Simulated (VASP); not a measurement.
# FSbCl2 in VASP: notebook

The runs below take FSbCl2 through single point, relaxation of the atoms, atomic charges, electron localisation function, with PBE, PBE+TS, BLYP+D3(BJ), r2SCAN0+D4.

All numbers are computed with VASP 6.6.1; they aren't measurements. Logs are shortened: lines on timing, memory, paths and dates and some standing lists are left out, and cuts for length are marked.

## (1) Starting point

The cell holds a molecule in a box, 4 atoms: a = 12.000 Å, b = 11.000 Å, c = 12.000 Å, α = 90.00°, β = 90.00°, γ = 90.00°.

## (2) Single point, PBE (atoms moved at random, drawn with an rms of 0.05 Å)

The input, INCAR:

```
ALGO = Fast ; EDIFF = 1E-6
ENCUT = 520 ; GGA = PE
ISIF = 2 ; ISMEAR = 0
LASPH = True ; LCHARG = True
LELF = True ; LREAL = False
LVACPOTAV = True ; LVHAR = True
LWAVE = False ; NBANDS = 21
NELM = 100 ; PREC = Accurate
SIGMA = 0.01
```

The input, KPOINTS:

```
k-points
0
Gamma
  1 1 1
```

The input, POSCAR:

```
SbCl2F
1.0
   12.0000000000      0.0000000000      0.0000000000
    0.0000000000     11.0000000000      0.0000000000
    0.0000000000      0.0000000000     12.0000000000
F Sb Cl
1 1 2
Direct
    0.3770950000      0.4534620000      0.6225570000
    0.4829320000      0.5714620000      0.5669920000
    0.6209250000      0.4245630000      0.5310200000
    0.4113410000      0.5763940000      0.3848980000
```

Potentials or basis: VASP PAW PBE potentials, release 64 (F, Sb, Cl).

Started as:

```console
$ cat potpaw_PBE.64/F/POTCAR potpaw_PBE.64/Sb/POTCAR potpaw_PBE.64/Cl/POTCAR > POTCAR
$ mpirun -np 1 vasp_gam > vasp.out
```

OUTCAR:

```text
EDIFF = 1E-6
   ENCUT = 520
   GGA = PE
   ISIF = 2
   ISMEAR = 0
   LASPH = True
   LREAL = False
   NELM = 100
   PREC = Accurate

 ion  position               nearest neighbor table
   1  0.377  0.453  0.623-   2 1.93
   2  0.483  0.571  0.567-   1 1.93   4 2.35   3 2.35
   3  0.621  0.425  0.531-   2 2.35
   4  0.411  0.576  0.385-   2 2.35

  LATTYP: Found a simple tetragonal cell.
 ALAT       =    12.0000000000
 C/A-ratio  =     0.9166666667

  Lattice vectors:

 A1 = ( -12.0000000000,   0.0000000000,   0.0000000000)
 A2 = (   0.0000000000,   0.0000000000,  12.0000000000)
 A3 = (   0.0000000000,  11.0000000000,   0.0000000000)

Analysis of symmetry for initial positions (statically):
=====================================================================
 Subroutine PRICEL returns:
 Original cell was already a primitive cell.

 Routine SETGRP: Setting up the symmetry group for a
 simple tetragonal supercell.

 Subroutine GETGRP returns: Found  1 space group operations
 (whereof  1 operations were pure point group operations)
 out of a pool of 16 trial point group operations.

The static configuration has the point symmetry C_1 .

Analysis of symmetry for dynamics (positions and initial velocities):
=====================================================================
 Subroutine PRICEL returns:
 Original cell was already a primitive cell.

 Routine SETGRP: Setting up the symmetry group for a
 simple tetragonal supercell.

 Subroutine GETGRP returns: Found  1 space group operations
 (whereof  1 operations were pure point group operations)
 out of a pool of 16 trial point group operations.

The dynamic configuration has the point symmetry C_1 .

 Subroutine INISYM returns: Found  1 space group operations
 (whereof  1 operations are pure point group operations),
 and found     1 'primitive' translations

----------------------------------------------------------------------------------------

                                     Primitive cell

  volume of cell :    1584.0000

  direct lattice vectors                    reciprocal lattice vectors
    12.000000000  0.000000000  0.000000000     0.083333333  0.000000000  0.000000000
     0.000000000 11.000000000  0.000000000     0.000000000  0.090909091  0.000000000
     0.000000000  0.000000000 12.000000000     0.000000000  0.000000000  0.083333333

  length of vectors
    12.000000000 11.000000000 12.000000000     0.083333333  0.090909091  0.083333333

  position of ions in fractional coordinates (direct lattice)
     0.377095000  0.453462000  0.622557000
     0.482932000  0.571462000  0.566992000
     0.620925000  0.424563000  0.531020000
     0.411341000  0.576394000  0.384898000

  ion indices of the primitive-cell ions
   primitive index   ion index
                 1           1
                 2           2
                 3           3
                 4           4

----------------------------------------------------------------------------------------

 KPOINTS: k-points

Automatic generation of k-mesh.
 Grid dimensions read from file:
 generate k-points for:    1    1    1

 Generating k-lattice:

  Cartesian coordinates                     Fractional coordinates (reciprocal lattice)
     0.083333333  0.000000000  0.000000000     1.000000000  0.000000000  0.000000000
     0.000000000  0.090909091  0.000000000     0.000000000  1.000000000  0.000000000
     0.000000000  0.000000000  0.083333333     0.000000000  0.000000000  1.000000000

  Length of vectors
     0.083333333  0.090909091  0.083333333

  Shift w.r.t. Gamma in fractional coordinates (k-lattice)
     0.000000000  0.000000000  0.000000000

 Subroutine IBZKPT returns following result:
 ===========================================

 Found      1 irreducible k-points:

 Following reciprocal coordinates:
            Coordinates               Weight
  0.000000  0.000000  0.000000      1.000000
   k-points           NKPTS =      1   k-points in BZ     NKDIM =      1   number of bands    NBANDS=     21
   number of dos      NEDOS =    301   number of ions     NIONS =      4
   total plane-waves  NPLWV = 680400
   dimension x,y,z NGX =    90 NGY =   84 NGZ =   90
   dimension x,y,z NGXF=   180 NGYF=  168 NGZF=  180
   ions per type =               1   1   2
   NGX,Y,Z   is equivalent  to a cutoff of  12.47, 12.70, 12.47 a.u.
   NGXF,Y,Z  is equivalent  to a cutoff of  24.94, 25.39, 24.94 a.u.
 SYSTEM =  unknown system
   PREC   = accura    normal or accurate (medium, high low for compatibility)
   ISTART =      0    job   : 0-new  1-cont  2-samecut
   ICHARG =      2    charge: 1-file 2-atom 10-const
   ISPIN  =      1    spin polarized calculation?
   LNONCOLLINEAR =      F non collinear calculations
   LSORBIT =      F    spin-orbit coupling
   LASPH  =      T    aspherical Exc in radial PAW
   ENCUT  =  520.0 eV  38.22 Ry    6.18 a.u.  22.31 20.45 22.31*2*pi/ulx,y,z
   NELM   =    100;   NELMIN=  2; NELMDL= -5     # of ELM steps
   EDIFF  = 0.1E-05   stopping-criterion for ELM
   LREAL  =      F    real-space projection
   EDIFFG = 0.1E-04   stopping-criterion for IOM
   NSW    =      0    number of steps for IOM
   IBRION =     -1    ionic relax: 0-MD 1-quasi-New 2-CG
   NFREE  =      0    steps in history (QN), initial steepest desc. (CG)
   ISIF   =      2    stress and relaxation
   ISYM   =      2    0-nonsym 1-usesym 2-fastsym
   POTIM  = 0.5000    time-step for ionic-motion
   TEBEG  =    0.0;   TEEND  =   0.0 temperature during run
   PSTRESS=    0.0 pullay stress
   NELECT =      26.0000    total number of electrons
   NUPDOWN=      -1.0000    fix difference up-down
   EMIN   =  10.00;   EMAX   =-10.00  energy-range for DOS
   EFERMI =   0.00;   METHOD = LEGACY
   ISMEAR =     0;   SIGMA  =   0.01  broadening in eV -4-tet -1-fermi 0-gaus
   EFERMI_NEDOS =   21; number of points for ismear=-14 and -15
   IALGO  =     68    algorithm
   IMIX   =      4    mixing-type and parameters
     AMIX     =   0.40;   BMIX     =  1.00
     AMIX_MAG =   1.60;   BMIX_MAG =  1.00
  volume/ion in A,a.u.               =     396.00      2672.34
  Fermi-wavevector in a.u.,A,eV,Ry     =   0.416052  0.786224  2.355158  0.173099
  Thomas-Fermi vector in A             =   1.375396
   LORBIT       =      0    0 simple, 1 ext, 2 COOP (PROOUT), +10 PAW based schemes
   GGA     = PE    functional components
   LHFCALC =     F    Hartree Fock is set to
   AEXX    =    0.0000 exact exchange contribution
   IVDW    =     0    specifies the selected vdW correction
   LEPSILON=     F    determine dielectric tensor
   LRPA    =     F    only Hartree local field effects (RPA)
 non-spin polarized calculation
 RMM-DIIS sequential band-by-band and
 Gauss-broadening in eV      SIGMA  =   0.01
  energy-cutoff  :      520.00
  volume of cell :     1584.00
 maximum number of plane-waves:     21371
 NGX is ok and might be reduce to    90
   NGX = 45   NGY = 41   NGZ = 45

 number of electron      25.9999990 magnetization

 Free energy of the ion-electron system (eV)
  ---------------------------------------------------
  ext. energy  EPLUGINS =         0.00000000
  ---------------------------------------------------
  free energy    TOTEN  =       -14.69621454 eV

  energy without entropy =      -14.69621454  energy(sigma->0) =      -14.69621454

 E-fermi :  -7.2016     XC(G=0):  -1.0106

 val. band max:       -7.2747512437   @ k =   0.0000   0.0000   0.0000
 cond. band min:      -2.4412685292   @ k =   0.0000   0.0000   0.0000
 fundamental gap:      4.8334827146
 Fermi energy:        -7.2016240380

 k-point     1 :       0.0000    0.0000    0.0000
  band No.  band energies     occupation
      1     -28.3706      2.00000
      2     -20.5509      2.00000
      3     -19.9952      2.00000
      4     -14.2435      2.00000
      5     -10.4140      2.00000
      6     -10.0223      2.00000
      7      -9.5978      2.00000
      8      -8.8839      2.00000
      9      -8.3401      2.00000
     10      -7.9065      2.00000
     11      -7.6036      2.00000
     12      -7.4216      2.00000
     13      -7.2748      2.00000
     14      -2.4413      0.00000
     15      -2.2655      0.00000
     16      -1.6837      0.00000
     17      -0.1281      0.00000
     18       0.9755      0.00000
     19       1.0132      0.00000
     20       1.0628      0.00000
     21       1.1435      0.00000

------------------------ aborting loop because EDIFF is reached ----------------------------------------

  FORCE on cell =-STRESS in cart. coord.  units (eV):
  Direction    XX          YY          ZZ          XY          YZ          ZX
  --------------------------------------------------------------------------------------
  -------------------------------------------------------------------------------------
  Total        0.2139449     -0.2939474      0.1072049     -0.1703770     -0.1340632      0.1129883
  in kB        0.2164000     -0.2973206      0.1084351     -0.1723322     -0.1356016      0.1142849
  external PRESSURE =       0.0091715 kB  Pullay stress =       0.0000000 kB

 VOLUME and BASIS-vectors are now :
 -----------------------------------------------------------------------------
  energy-cutoff  :      520.00
  volume of cell :     1584.00
      direct lattice vectors                 reciprocal lattice vectors
    12.000000000  0.000000000  0.000000000     0.083333333  0.000000000  0.000000000
     0.000000000 11.000000000  0.000000000     0.000000000  0.090909091  0.000000000
     0.000000000  0.000000000 12.000000000     0.000000000  0.000000000  0.083333333

 POSITION                                       TOTAL-FORCE (eV/Angst)
 -----------------------------------------------------------------------------------
      4.52514      4.98808      7.47068        -0.014777      0.116327      0.036184
      5.79518      6.28608      6.80390        -0.023548     -0.240190     -0.008030
      7.45110      4.67019      6.37224         0.116704      0.032849      0.053088
      4.93609      6.34033      4.61878        -0.078379      0.091015     -0.081243
 -----------------------------------------------------------------------------------
    total drift:                               -0.000703      0.000376      0.000516

  FREE ENERGIE OF THE ION-ELECTRON SYSTEM (eV)
  ---------------------------------------------------
  free  energy   TOTEN  =       -14.6962145392 eV

  energy  without entropy=      -14.6962145392  energy(sigma->0) =      -14.69621454
```

Wall time 3 min (1 thread of Intel Xeon Platinum 8488C (Sapphire Rapids), shared host); peak memory 1.2 GiB.

What came out:

```yaml
Free_energy: -14.6962 eV
Largest_force: 0.241 eV/Å
Gap_between_the_frontier_levels: 4.83 eV
```

Forces on the atoms (eV/Å):
```
F   -0.015  0.116  0.036
Sb  -0.024 -0.240 -0.008
Cl   0.117  0.033  0.053
Cl  -0.078  0.091 -0.081
```

Caveat: spin-orbit coupling is left out, which moves the levels of the heavy elements.

## (3) Relaxation of the atoms, PBE (atoms moved at random, drawn with an rms of 0.02 Å)

The input, INCAR:

```
SYSTEM = SbCl2F
  PREC = Accurate
  ENCUT = 520
  EDIFF = 1E-6
  ISMEAR = 0
  SIGMA = 0.01
  LREAL = .False.
  LASPH = .True.
  NELM = 60
  ALGO = Normal
  ISIF = 2
  LWAVE = .False.
  LCHARG = .False.
  GGA = PE
  IBRION = 2
  NSW = 60
  EDIFFG = -0.02
```

The input, KPOINTS:

```
regular mesh
0
Gamma
  1 1 1
  0 0 0
```

The input, POSCAR:

```
SbCl2F
1.0
   12.0000000000      0.0000000000      0.0000000000
    0.0000000000     11.0000000000      0.0000000000
    0.0000000000      0.0000000000     12.0000000000
F Sb Cl
1 1 2
Direct
    0.3778870000      0.4523360000      0.6221950000
    0.4843320000      0.5687170000      0.5638650000
    0.6245210000      0.4270410000      0.5338410000
    0.4102570000      0.5764690000      0.3858410000
```

Potentials or basis: VASP PAW PBE potentials, release 64 (F, Sb, Cl).

Started as:

```console
$ cat potpaw_PBE.64/F/POTCAR potpaw_PBE.64/Sb/POTCAR potpaw_PBE.64/Cl/POTCAR > POTCAR
$ mpirun -np 1 vasp_gam > vasp.out
```

OUTCAR:

```text
SYSTEM = SbCl2F
   PREC = Accurate
   ENCUT = 520
   EDIFF = 1E-6
   ISMEAR = 0
   LREAL = .False.
   LASPH = .True.
   NELM = 60
   ISIF = 2
   GGA = PE
   IBRION = 2
   NSW = 60
   EDIFFG = -0.02

 ion  position               nearest neighbor table
   1  0.378  0.452  0.622-   2 1.94
   2  0.484  0.569  0.564-   1 1.94   4 2.32   3 2.32
   3  0.625  0.427  0.534-   2 2.32
   4  0.410  0.576  0.386-   2 2.32

  LATTYP: Found a simple tetragonal cell.
 ALAT       =    12.0000000000
 C/A-ratio  =     0.9166666667

  Lattice vectors:

 A1 = ( -12.0000000000,   0.0000000000,   0.0000000000)
 A2 = (   0.0000000000,   0.0000000000,  12.0000000000)
 A3 = (   0.0000000000,  11.0000000000,   0.0000000000)

Analysis of symmetry for initial positions (statically):
[... 267 lines left out ...]

[... ionic steps 4 to 7 ...]

--------------------------------------- Ionic step        8  -------------------------------------------

 number of electron      25.9999989 magnetization

------------------------ aborting loop because EDIFF is reached ----------------------------------------
[... 71 lines left out ...]
--------------------------------------- Ionic step       10  -------------------------------------------

 number of electron      25.9999989 magnetization

 Free energy of the ion-electron system (eV)
  ---------------------------------------------------
  ext. energy  EPLUGINS =         0.00000000
  ---------------------------------------------------
  free energy    TOTEN  =       -14.70615258 eV

  energy without entropy =      -14.70615258  energy(sigma->0) =      -14.70615258

 E-fermi :  -7.1045     XC(G=0):  -1.0235

 val. band max:       -7.2265527085   @ k =   0.0000   0.0000   0.0000
 cond. band min:      -2.4077987435   @ k =   0.0000   0.0000   0.0000
 fundamental gap:      4.8187539650
 Fermi energy:        -7.1044950123

 k-point     1 :       0.0000    0.0000    0.0000
  band No.  band energies     occupation
      1     -28.4278      2.00000
      2     -20.5371      2.00000
      3     -20.0270      2.00000
      4     -14.2592      2.00000
      5     -10.4508      2.00000
      6     -10.0572      2.00000
[... 9 lines left out ...]
     16      -1.8328      0.00000
     17      -0.1444      0.00000
[... 29 lines left out ...]
  FREE ENERGIE OF THE ION-ELECTRON SYSTEM (eV)
  ---------------------------------------------------
  free  energy   TOTEN  =       -14.7061525784 eV

  energy  without entropy=      -14.7061525784  energy(sigma->0) =      -14.70615258

 reached required accuracy - stopping structural energy minimisation
```

OSZICAR:

```text
N       E                     dE             d eps       ncg     rms          rms(c)
DAV:   1     0.249234464697E+03    0.24923E+03   -0.70704E+03    42   0.931E+02
DAV:   2     0.545937686149E+02   -0.19464E+03   -0.19366E+03    67   0.174E+02
DAV:   3    -0.115300556029E+02   -0.66124E+02   -0.66007E+02    42   0.109E+02
[... 123 lines left out ...]
DAV:   3    -0.147061555385E+02    0.31715E-04   -0.94714E-05    42   0.882E-02    0.533E-02
DAV:   4    -0.147061460255E+02    0.95130E-05   -0.96963E-05    50   0.786E-02    0.247E-02
DAV:   5    -0.147061500498E+02   -0.40243E-05   -0.16834E-05    50   0.349E-02    0.739E-03
DAV:   6    -0.147061518772E+02   -0.18274E-05   -0.18031E-06    34   0.108E-02    0.360E-03
DAV:   7    -0.147061525784E+02   -0.70122E-06   -0.10387E-06    34   0.801E-03
  10 F= -.14706153E+02 E0= -.14706153E+02  d E =-.787014E-03
```

CONTCAR:

```text
SbCl2F
   1.00000000000000
    12.0000000000000000    0.0000000000000000    0.0000000000000000
     0.0000000000000000   11.0000000000000000    0.0000000000000000
     0.0000000000000000    0.0000000000000000   12.0000000000000000
  F               Sb              Cl
     1     1     2
Direct
     0.3770709705595385    0.4528142147434399    0.6229972921175063
     0.4835810965053415    0.5686346539037946    0.5655710954742735
     0.6267806228767997    0.4260836767288115    0.5334083646917182
     0.4095643100583261    0.5770304546239615    0.3837652477165013

  0.00000000E+00  0.00000000E+00  0.00000000E+00
  0.00000000E+00  0.00000000E+00  0.00000000E+00
  0.00000000E+00  0.00000000E+00  0.00000000E+00
  0.00000000E+00  0.00000000E+00  0.00000000E+00
```

Wall time 13 min (1 thread of Intel Xeon Platinum 8488C (Sapphire Rapids), shared host); peak memory 1.4 GiB.

Results:

- Free energy: -14.7062 eV
- Energy gained by relaxing: 5.6 meV/atom
- Ionic steps: 10
- Largest force after relaxing: 0.011 eV/Å
- Gap between the frontier levels: 4.82 eV

Forces in eV/Å, atoms in the order of the input:
```
F   -0.004  0.004 -0.002
Sb   0.006 -0.007  0.003
Cl  -0.005  0.009 -0.004
Cl   0.003 -0.005  0.003
```

The path:
```tsv
step	energy change (eV)	largest force (eV/Å)	pressure (GPa)
1	0.0000	0.7851	0.07
2	-0.0179	0.3400	-0.03
3	-0.0212	0.0861	0.00
4	-0.0216	0.0726	-0.01
5	-0.0215	0.1684	-0.02
6	-0.0216	0.1123	-0.01
7	-0.0218	0.0958	-0.01
8	-0.0223	0.0445	-0.01
9	-0.0221	0.0568	-0.01
10	-0.0224	0.0112	-0.01
```

Final structure:
```yaml
crystal:
  lattice:
    - [12.00000, 0.00000, 0.00000]
    - [0.00000, 11.00000, 0.00000]
    - [0.00000, 0.00000, 12.00000]
  atoms:
    - { symbol: F, position: [0.37707, 0.45281, 0.62300] }
    - { symbol: Sb, position: [0.48358, 0.56863, 0.56557] }
    - { symbol: Cl, position: [0.62678, 0.42608, 0.53341] }
    - { symbol: Cl, position: [0.40956, 0.57703, 0.38377] }
```

Levels at points of the mesh, in eV from the valence-band top:
```tsv
k point	band 10	band 11	band 12	band 13	band 14	band 15	band 16	band 17
(0.00, 0.00, 0.00)	-0.70	-0.42	-0.27	0.00	4.82	5.03	5.39	7.08
```

Caveat: spin-orbit coupling is left out, which moves the levels of the heavy elements.

(Continued in part 2 of 2.)
